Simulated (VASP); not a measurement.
Computed with revPBE GGA, VASP's PBE PAW potentials (set 64) (plane waves; VASP).

Input for VASP

KPOINTS:
```
Regular mesh
0
Gamma
 10 10 3
```

File POSCAR:
```
C
1.0
  1.2501614329  -2.1653426125   0.0000000000
  1.2501614329   2.1653426125   0.0000000000
  0.0000000000   0.0000000000   9.6430472587
C
4
direct
  0.0000000000   0.0000000000   0.2500000000
  0.0000000000   0.0000000000   0.7500000000
  0.3333330000   0.6666670000   0.2500000000
  0.6666670000   0.3333330000   0.7500000000
```

INCAR:
```
SYSTEM = C
PREC = Accurate; ENCUT = 520; LREAL = .FALSE.
LASPH = .TRUE.
EDIFF = 1E-7; NELM = 100; ALGO = Normal
ISMEAR = 0; SIGMA = 0.05
GGA = RE
IBRION = 2; NSW = 30; ISIF = 4
EDIFFG = -0.01
LWAVE = .FALSE.; LCHARG = .FALSE.
```

POTCAR, in this order: C (PBE.64 set). Program: vasp_std.

What VASP printed:

### OUTCAR
```
 ion  position               nearest neighbor table
   1  0.000  0.000  0.250-   3 1.44   3 1.44   3 1.44
   2  0.000  0.000  0.750-   4 1.44   4 1.44   4 1.44
   3  0.333  0.667  0.250-   1 1.44   1 1.44   1 1.44
   4  0.667  0.333  0.750-   2 1.44   2 1.44   2 1.44
  LATTYP: Found a hexagonal cell.
 ALAT       =     2.5003224268
 C/A-ratio  =     3.8567214994
 Subroutine PRICEL returns:
 Original cell was already a primitive cell.
 Subroutine GETGRP returns: Found 24 space group operations
The static configuration has the point symmetry D_3d.
 The point group associated with its full space group is D_6h.
The dynamic configuration has the point symmetry D_3d.
 Subroutine INISYM returns: Found 24 space group operations
 Subroutine IBZKPT returns following result:
 Found     28 irreducible k-points:

 Following reciprocal coordinates:
            Coordinates               Weight
  0.000000  0.000000  0.000000      1.000000
  0.100000  0.000000  0.000000      6.000000
  0.200000  0.000000  0.000000      6.000000
  0.300000 -0.000000  0.000000      6.000000
  0.400000 -0.000000  0.000000      6.000000
  0.500000 -0.000000  0.000000      3.000000
  0.100000  0.100000  0.000000      6.000000
  0.200000  0.100000  0.000000     12.000000
  0.300000  0.100000  0.000000     12.000000
  0.400000  0.100000  0.000000     12.000000
  0.200000  0.200000  0.000000      6.000000
  0.300000  0.200000  0.000000     12.000000
  0.400000  0.200000  0.000000      6.000000
  0.300000  0.300000  0.000000      6.000000
  0.000000  0.000000  0.333333      2.000000
  0.100000  0.000000  0.333333     12.000000
  0.200000  0.000000  0.333333     12.000000
  0.300000 -0.000000  0.333333     12.000000
  0.400000 -0.000000  0.333333     12.000000
  0.500000 -0.000000  0.333333      6.000000
  0.100000  0.100000  0.333333     12.000000
  0.200000  0.100000  0.333333     24.000000
  0.300000  0.100000  0.333333     24.000000
  0.400000  0.100000  0.333333     24.000000
  0.200000  0.200000  0.333333     12.000000
  0.300000  0.200000  0.333333     24.000000
  0.400000  0.200000  0.333333     12.000000
  0.300000  0.300000  0.333333     12.000000
   k-points           NKPTS =     28   k-points in BZ     NKDIM =     28   number of bands    NBANDS=     12
   number of dos      NEDOS =    301   number of ions     NIONS =      4
   total plane-waves  NPLWV =  28800
   dimension x,y,z NGX =    20 NGY =   20 NGZ =   72
   dimension x,y,z NGXF=    40 NGYF=   40 NGZF=  144
   ions per type =               4
   PREC   = accura    normal or accurate (medium, high low for compatibility)
   ISTART =      0    job   : 0-new  1-cont  2-samecut
   ICHARG =      2    charge: 1-file 2-atom 10-const
   ISPIN  =      1    spin polarized calculation?
   LNONCOLLINEAR =      F non collinear calculations
   LSORBIT =      F    spin-orbit coupling
   INIWAV =      1    electr: 0-lowe 1-rand  2-diag
   ENCUT  =  520.0 eV  38.22 Ry    6.18 a.u.   4.65  4.65 17.93*2*pi/ulx,y,z
   NELM   =    100;   NELMIN=  2; NELMDL= -5     # of ELM steps
   EDIFF  = 0.1E-06   stopping-criterion for ELM
   LREAL  =      F    real-space projection
   NLSPLINE    = F    spline interpolate recip. space projectors
   LMAXMIX     =    2 max onsite mixed and CHGCAR
   VOSKOWN=      0    Vosko Wilk Nusair interpolation
   EDIFFG = -.1E-01   stopping-criterion for IOM
   NSW    =     30    number of steps for IOM
   NBLOCK =      1;   KBLOCK =     30    inner block; outer block
   IBRION =      2    ionic relax: 0-MD 1-quasi-New 2-CG
   NFREE  =      1    steps in history (QN), initial steepest desc. (CG)
   ISIF   =      4    stress and relaxation
   ISYM   =      2    0-nonsym 1-usesym 2-fastsym
...
```

**OSZICAR**
```
       N       E                     dE             d eps       ncg     rms          rms(c)
DAV:   1     0.716790888807E+02    0.71679E+02   -0.78339E+03   672   0.117E+03
DAV:   2    -0.311238589512E+02   -0.10280E+03   -0.92105E+02   952   0.232E+02
DAV:   3    -0.374745396930E+02   -0.63507E+01   -0.62912E+01   844   0.616E+01
DAV:   4    -0.375932378959E+02   -0.11870E+00   -0.11849E+00   868   0.971E+00
DAV:   5    -0.375957091668E+02   -0.24713E-02   -0.24696E-02   820   0.141E+00    0.861E+00
DAV:   6    -0.360596333346E+02    0.15361E+01   -0.13929E+00   792   0.811E+00    0.511E+00
DAV:   7    -0.354802374481E+02    0.57940E+00   -0.19205E+00   788   0.947E+00    0.124E+00
DAV:   8    -0.354976954762E+02   -0.17458E-01   -0.51003E-02   776   0.167E+00    0.104E-01
DAV:   9    -0.354983474712E+02   -0.65199E-03   -0.13416E-03   836   0.306E-01    0.811E-02
DAV:  10    -0.354987215910E+02   -0.37412E-03   -0.16833E-03   716   0.387E-01    0.366E-02
DAV:  11    -0.354987189744E+02    0.26166E-05   -0.38300E-05   856   0.470E-02    0.972E-03
DAV:  12    -0.354987215474E+02   -0.25730E-05   -0.41285E-06   820   0.244E-02    0.712E-03
DAV:  13    -0.354987205462E+02    0.10012E-05   -0.10901E-06   868   0.775E-03    0.573E-04
DAV:  14    -0.354987205929E+02   -0.46714E-07   -0.26667E-08   600   0.176E-03
   1 F= -.35498721E+02 E0= -.35498721E+02  d E =-.354987E+02
       N       E                     dE             d eps       ncg     rms          rms(c)
DAV:   1    -0.356152662188E+02   -0.11655E+00   -0.37675E+00   672   0.163E+01    0.113E+00
DAV:   2    -0.355581353668E+02    0.57131E-01   -0.65024E-02   704   0.207E+00    0.672E-01
DAV:   3    -0.355259000483E+02    0.32235E-01   -0.95744E-02   764   0.209E+00    0.207E-01
DAV:   4    -0.355258002108E+02    0.99838E-04   -0.23122E-03   772   0.389E-01    0.110E-01
DAV:   5    -0.355253190049E+02    0.48121E-03   -0.45602E-04   752   0.229E-01    0.274E-02
DAV:   6    -0.355253043164E+02    0.14689E-04   -0.34006E-05   852   0.438E-02    0.119E-02
DAV:   7    -0.355252720311E+02    0.32285E-04   -0.29045E-05   744   0.468E-02    0.354E-03
DAV:   8    -0.355252718201E+02    0.21100E-06   -0.13453E-06   832   0.955E-03    0.224E-03
DAV:   9    -0.355252718367E+02   -0.16605E-07   -0.92067E-08   588   0.302E-03
   2 F= -.35525272E+02 E0= -.35525272E+02  d E =-.265512E-01
       N       E                     dE             d eps       ncg     rms          rms(c)
DAV:   1    -0.355256174501E+02   -0.34563E-03   -0.10897E-02   688   0.881E-01    0.615E-02
DAV:   2    -0.355254520587E+02    0.16539E-03   -0.18311E-04   724   0.109E-01    0.362E-02
DAV:   3    -0.355253614985E+02    0.90560E-04   -0.26163E-04   788   0.110E-01    0.107E-02
DAV:   4    -0.355253588836E+02    0.26149E-05   -0.77544E-06   756   0.228E-02    0.366E-03
DAV:   5    -0.355253568300E+02    0.20535E-05   -0.19328E-06   780   0.102E-02    0.105E-03
DAV:   6    -0.355253566533E+02    0.17673E-06   -0.22055E-07   812   0.346E-03    0.977E-04
DAV:   7    -0.355253566335E+02    0.19824E-07   -0.38653E-08   536   0.171E-03
   3 F= -.35525357E+02 E0= -.35525357E+02  d E =-.266360E-01
```

### OUTCAR
```
------------------------ aborting loop because EDIFF is reached ----------------------------------------
  FORCE on cell =-STRESS in cart. coord.  units (eV):
  Direction    XX          YY          ZZ          XY          YZ          ZX
  --------------------------------------------------------------------------------------
  Total        0.0127251      0.0127251      0.0130740     -0.0000000      0.0000000      0.0000000
  in kB        0.3905132      0.3905130      0.4012201     -0.0000000      0.0000000      0.0000000
  external PRESSURE =       0.3940821 kB  Pullay stress =       0.0000000 kB
  volume of cell :       52.21
      direct lattice vectors                 reciprocal lattice vectors
     1.237734499 -2.143818567  0.000000000     0.403963855 -0.233228692 -0.000000000
     1.237734499  2.143818567 -0.000000000     0.403963855  0.233228692 -0.000000000
     0.000000000  0.000000000  9.837652792     0.000000000  0.000000000  0.101650264
 POSITION                                       TOTAL-FORCE (eV/Angst)
 -----------------------------------------------------------------------------------
      0.00000      0.00000      2.45941        -0.000000      0.000000     -0.000000
      0.00000     -0.00000      7.37824         0.000000     -0.000000      0.000000
      1.23773      0.71461      2.45941         0.000000     -0.000000      0.000000
      1.23773     -0.71461      7.37824         0.000000      0.000000     -0.000000
 -----------------------------------------------------------------------------------
    total drift:                                0.000000     -0.000000      0.000000
  FREE ENERGIE OF THE ION-ELECTRON SYSTEM (eV)
  ---------------------------------------------------
  free  energy   TOTEN  =       -35.5253566335 eV

  energy  without entropy=      -35.5253566335  energy(sigma->0) =      -35.52535663

 reached required accuracy - stopping structural energy minimisation
```
(Selected blocks of OUTCAR.)

### CONTCAR
```
C
   1.00000000000000
     1.2377344992363708   -2.1438185672642049    0.0000000000000000
     1.2377344992363708    2.1438185672642049   -0.0000000000000000
     0.0000000000000000    0.0000000000000000    9.8376527915089209
  C
     4
Direct
     0.0000000000000000    0.0000000000000000    0.2500000000000000
     0.0000000000000000    0.0000000000000000    0.7500000000000000
     0.3333330000000032    0.6666669999999968    0.2500000000000000
     0.6666669999999968    0.3333330000000032    0.7500000000000000
```

Without a dispersion term in the relaxation, distances and binding between the weakly bound layers, chains or molecules are unreliable, and so is what depends on them.

The compound is C in the graphite structure. This cell is one point of a volume scan, at 1.03 of the reference volume. Symmetry was kept, so distortions that lower it aren't found.
